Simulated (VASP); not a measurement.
Output of a VASP run:

### OUTCAR
```
 ion  position               nearest neighbor table
   1  0.000  0.000  0.000-   3 1.87   6 1.87   5 1.98   4 1.98   4 1.98   5 1.98
   2  0.500  0.500  0.500-   4 1.87   5 1.87   3 1.98   6 1.98   3 1.98   6 1.98
   3  0.307  0.307  0.000-   1 1.87   2 1.98   2 1.98
   4  0.807  0.193  0.500-   2 1.87   1 1.98   1 1.98
   5  0.193  0.807  0.500-   2 1.87   1 1.98   1 1.98
   6  0.693  0.693  0.000-   1 1.87   2 1.98   2 1.98
  LATTYP: Found a simple tetragonal cell.
 ALAT       =     4.3134285639
 C/A-ratio  =     0.7350987728
 Subroutine PRICEL returns:
 Original cell was already a primitive cell.
 Subroutine GETGRP returns: Found 16 space group operations
The static configuration has the point symmetry D_2h.
 The point group associated with its full space group is D_4h.
The dynamic configuration has the point symmetry D_2h.
The overall configuration has the point symmetry D_2h.
 Subroutine INISYM returns: Found 16 space group operations
 Subroutine IBZKPT returns following result:
 Found     24 irreducible k-points:

 Following reciprocal coordinates:
            Coordinates               Weight
  0.000000  0.000000  0.000000      1.000000
  0.200000  0.000000  0.000000      4.000000
  0.400000  0.000000  0.000000      4.000000
  0.200000  0.200000  0.000000      4.000000
  0.400000  0.200000  0.000000      8.000000
  0.400000  0.400000  0.000000      4.000000
  0.000000  0.000000  0.142857      2.000000
  0.200000  0.000000  0.142857      8.000000
  0.400000  0.000000  0.142857      8.000000
  0.200000  0.200000  0.142857      8.000000
  0.400000  0.200000  0.142857     16.000000
  0.400000  0.400000  0.142857      8.000000
  0.000000  0.000000  0.285714      2.000000
  0.200000  0.000000  0.285714      8.000000
  0.400000  0.000000  0.285714      8.000000
  0.200000  0.200000  0.285714      8.000000
  0.400000  0.200000  0.285714     16.000000
  0.400000  0.400000  0.285714      8.000000
  0.000000  0.000000  0.428571      2.000000
  0.200000  0.000000  0.428571      8.000000
  0.400000  0.000000  0.428571      8.000000
  0.200000  0.200000  0.428571      8.000000
  0.400000  0.200000  0.428571     16.000000
  0.400000  0.400000  0.428571      8.000000
   k-points           NKPTS =     24   k-points in BZ     NKDIM =     24   number of bands    NBANDS=     32
   number of dos      NEDOS =    301   number of ions     NIONS =      6
   total plane-waves  NPLWV =  36288
   dimension x,y,z NGX =    36 NGY =   36 NGZ =   28
   dimension x,y,z NGXF=    72 NGYF=   72 NGZF=   56
   ions per type =               2   4
   PREC   = accura    normal or accurate (medium, high low for compatibility)
   ISTART =      0    job   : 0-new  1-cont  2-samecut
   ICHARG =      2    charge: 1-file 2-atom 10-const
   ISPIN  =      2    spin polarized calculation?
   LNONCOLLINEAR =      F non collinear calculations
   LSORBIT =      F    spin-orbit coupling
   INIWAV =      1    electr: 0-lowe 1-rand  2-diag
   ENCUT  =  620.0 eV  45.57 Ry    6.75 a.u.   8.76  8.76  6.44*2*pi/ulx,y,z
   NELM   =    100;   NELMIN=  2; NELMDL= -5     # of ELM steps
   EDIFF  = 0.1E-05   stopping-criterion for ELM
   LREAL  =      F    real-space projection
   NLSPLINE    = F    spline interpolate recip. space projectors
   LMAXMIX     =    4 max onsite mixed and CHGCAR
   VOSKOWN=      0    Vosko Wilk Nusair interpolation
   EDIFFG = -.2E-01   stopping-criterion for IOM
   NSW    =     40    number of steps for IOM
   NBLOCK =      1;   KBLOCK =     40    inner block; outer block
   IBRION =      2    ionic relax: 0-MD 1-quasi-New 2-CG
   NFREE  =      1    steps in history (QN), initial steepest desc. (CG)
   ISIF   =      3    stress and relaxation
   ISYM   =      2    0-nonsym 1-usesym 2-fastsym
   TEIN   =    0.0    initial temperature
   TEBEG  =    0.0;   TEEND  =   0.0 temperature during run
   SMASS  =  -3.00    Nose mass-parameter (am)
   PSTRESS=  450.0 pullay stress
   NELECT =      54.0000    total number of electrons
   EFERMI =   0.00;   METHOD = LEGACY
...
```

### OSZICAR
```
       N       E                     dE             d eps       ncg     rms          rms(c)
DAV:   1     0.798315635606E+03    0.79832E+03   -0.34820E+04  3144   0.232E+03
DAV:   2     0.352777790802E+02   -0.76304E+03   -0.73363E+03  3400   0.636E+02
DAV:   3    -0.393205948848E+02   -0.74598E+02   -0.73762E+02  3304   0.206E+02
DAV:   4    -0.412015154826E+02   -0.18809E+01   -0.18631E+01  3688   0.322E+01
DAV:   5    -0.412296320292E+02   -0.28117E-01   -0.28113E-01  3208   0.432E+00    0.345E+01
DAV:   6    -0.385499803748E+02    0.26797E+01   -0.17358E+01  4024   0.356E+01    0.230E+01
DAV:   7    -0.385540195788E+02   -0.40392E-02   -0.14276E+00  3200   0.113E+01    0.135E+01
DAV:   8    -0.383612286687E+02    0.19279E+00   -0.49526E-01  3152   0.705E+00    0.379E+00
DAV:   9    -0.386765581457E+02   -0.31533E+00   -0.15473E-01  3416   0.444E+00    0.104E+00
DAV:  10    -0.386786823622E+02   -0.21242E-02   -0.13655E-02  3608   0.881E-01    0.112E-01
DAV:  11    -0.386787647673E+02   -0.82405E-04   -0.35769E-04  3408   0.176E-01    0.858E-02
DAV:  12    -0.386788284018E+02   -0.63635E-04   -0.65169E-05  3448   0.585E-02    0.312E-02
DAV:  13    -0.386788444336E+02   -0.16032E-04   -0.15218E-05  3344   0.270E-02    0.320E-02
DAV:  14    -0.386788439764E+02    0.45719E-06   -0.23411E-06  2640   0.109E-02
   1 F= -.22109113E+02 E0= -.22109113E+02  d E =-.221091E+02  mag=    -0.0000
```

OUTCAR:
```
------------------------ aborting loop because EDIFF is reached ----------------------------------------
  FORCE on cell =-STRESS in cart. coord.  units (eV):
  Direction    XX          YY          ZZ          XY          YZ          ZX
  --------------------------------------------------------------------------------------
  Total       16.6258805     16.6258805     16.5573838      0.0000000      0.0000000      0.0000000
  in kB      451.5249048    451.5249048    449.6646748      0.0000000      0.0000000      0.0000000
  external PRESSURE =       0.9048281 kB  Pullay stress =     450.0000000 kB
  volume of cell :       58.99
      direct lattice vectors                 reciprocal lattice vectors
     4.313428564  0.000000000  0.000000000     0.231834140  0.000000000  0.000000000
     0.000000000  4.313428564  0.000000000     0.000000000  0.231834140  0.000000000
     0.000000000  0.000000000  3.170796044     0.000000000  0.000000000  0.315378216
 POSITION                                       TOTAL-FORCE (eV/Angst)
 -----------------------------------------------------------------------------------
      0.00000      0.00000      0.00000         0.000000      0.000000     -0.000000
      2.15671      2.15671      1.58540         0.000000      0.000000     -0.000000
      1.32248      1.32248      0.00000         0.012708      0.012708      0.000000
      3.47920      0.83423      1.58540         0.012708     -0.012708     -0.000000
      0.83423      3.47920      1.58540        -0.012708      0.012708      0.000000
      2.99094      2.99094      0.00000        -0.012708     -0.012708     -0.000000
 -----------------------------------------------------------------------------------
    total drift:                                0.000000      0.000000      0.000000
  FREE ENERGIE OF THE ION-ELECTRON SYSTEM (eV)
  ---------------------------------------------------
  free  energy   TOTEN  =       -38.6788439764 eV

  energy  without entropy=      -38.6788439764  energy(sigma->0) =      -38.67884398
  enthalpy is  TOTEN    =       -22.1091129404 eV   P V=       16.5697310360

 total charge

# of ion       s       p       d       tot
------------------------------------------
    1        0.238   6.271   5.155  11.664
    2        0.238   6.271   5.155  11.664
    3        1.737   4.419   0.000   6.156
    4        1.737   4.419   0.000   6.156
    5        1.737   4.419   0.000   6.156
    6        1.737   4.419   0.000   6.156
--------------------------------------------------
tot          7.422  30.220  10.309  47.951

 magnetization (x)

# of ion       s       p       d       tot
------------------------------------------
    1        0.020   0.021   4.298   4.340
    2       -0.020  -0.021  -4.298  -4.340
    3       -0.005  -0.021   0.000  -0.026
    4        0.005   0.021   0.000   0.026
    5        0.005   0.021   0.000   0.026
    6       -0.005  -0.021   0.000  -0.026
--------------------------------------------------
tot          0.000   0.000   0.000   0.000

 reached required accuracy - stopping structural energy minimisation
```
(Selected blocks of OUTCAR.)

### POSCAR
```
MnF2
1
    4.3134285639    -0.0000000000     0.0000000000
    0.0000000000     4.3134285639     0.0000000000
    0.0000000000     0.0000000000     3.1707960437
Mn F
2 4
Direct
  0.0000000000   1.0000000000   0.0000000000
  0.5000000000   0.5000000000   0.5000000000
  0.3065970138   0.3065970138   0.0000000000
  0.8065970138   0.1934029862   0.5000000000
  0.1934029862   0.8065970138   0.5000000000
  0.6934029862   0.6934029862   1.0000000000
```

Task: Reconstruct the remaining input files.

Result: This is not unique; one that fits is the input of the run itself, PBEsol GGA, plane waves, VASP's PBE PAW potentials (set 64).

INCAR:
```
! general
SYSTEM =MnF2
PREC   =Accurate
ENCUT  =620
LREAL  =.FALSE.   ! projection in real space or not
LASPH  =.TRUE.   ! aspherical one-centre terms

! electronic loop
EDIFF  =1E-6   ! SCF stop (eV)
NELM   =100   ! most electronic steps
ALGO   =Normal
LMAXMIX=4

! smearing
ISMEAR =0   ! Gaussian
SIGMA  =0.05   ! width (eV)

! functional
GGA    =PS   ! PBEsol

! spin
ISPIN  =2
MAGMOM =4.5 -4.5 -0.0 0.0 0.0 -0.0

! ions
IBRION =2   ! conjugate gradients
NSW    =40
ISIF   =3   ! ions, shape and volume
EDIFFG =-0.02   ! ionic stop
PSTRESS=450   ! kbar

! output
LWAVE  =.FALSE.
LCHARG =.FALSE.
LORBIT =10
```

File KPOINTS:
```
Regular mesh
0
gamma
 5 5 7
```

POTCAR, in this order: Mn_pv F (PBE.64 set). Program: vasp_std.

The compound is MnF2 in the rutile structure. It was relaxed first under an external pressure of 45 GPa.
